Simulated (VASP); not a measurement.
Method: PBEsol GGA, VASP's PBE PAW potentials (set 64) (plane waves; VASP).

Input for VASP

INCAR:
```
# general
SYSTEM   =  Cd
PREC     =  Accurate
ENCUT    =  480
LREAL    =  .False.
LASPH    =  .True.

# electronic loop
EDIFF    =  1E-7
NELM     =  100
ALGO     =  Normal
LMAXMIX  =  4

# smearing
ISMEAR   =  1
SIGMA    =  0.1

# functional
GGA      =  PS

# ions
ISIF     =  2

# output
LWAVE    =  .False.
LCHARG   =  .False.
```

POSCAR:
```
Cd
1
    1.4777234079    -2.5594923113     0.0000000000
    1.4777234079     2.5594923113    -0.0000000000
    0.0000000000     0.0000000000     5.4695750432
Cd
2
Direct
  0.3333330000   0.6666670000   0.2500000000
  0.6813183431   0.3186816569   0.7500000000
```

**KPOINTS**
```
kpoints
0
Gamma
14 14 6
0 0 0
```

POTCAR, in this order: Cd (PBE.64 set). Program: vasp_std.

Task: Predict the energy per atom (σ→0), pressure, band gap (on the k-mesh).

Result: 
```json
{
 "energy per atom (σ→0)": "-1.188 eV/atom",
 "band gap (on the k-mesh)": "none (metal, semimetal or under 0.01 eV)",
 "pressure": "1.16 GPa"
}
```

### OSZICAR
```
...
DAV:   5    -0.256608034567E+01   -0.93252E-05   -0.93252E-05  9056   0.880E-02    0.497E+00
DAV:   6    -0.239098486853E+01    0.17510E+00   -0.48419E-01  7656   0.937E+00    0.388E+00
DAV:   7    -0.237805656668E+01    0.12928E-01   -0.39748E-02  8336   0.207E+00    0.200E+00
DAV:   8    -0.237618781048E+01    0.18688E-02   -0.35771E-03  7808   0.885E-01    0.105E-01
DAV:   9    -0.237619963807E+01   -0.11828E-04   -0.28171E-05  9368   0.663E-02    0.454E-02
DAV:  10    -0.237622008956E+01   -0.20451E-04   -0.14817E-05  8008   0.472E-02    0.350E-03
DAV:  11    -0.237622000254E+01    0.87015E-07   -0.12245E-07  7256   0.385E-03
   1 F= -.23762200E+01 E0= -.23762546E+01  d E =0.103788E-03
```

The compound is Cd in the hcp structure. This cell was strained or had an atom moved on purpose.
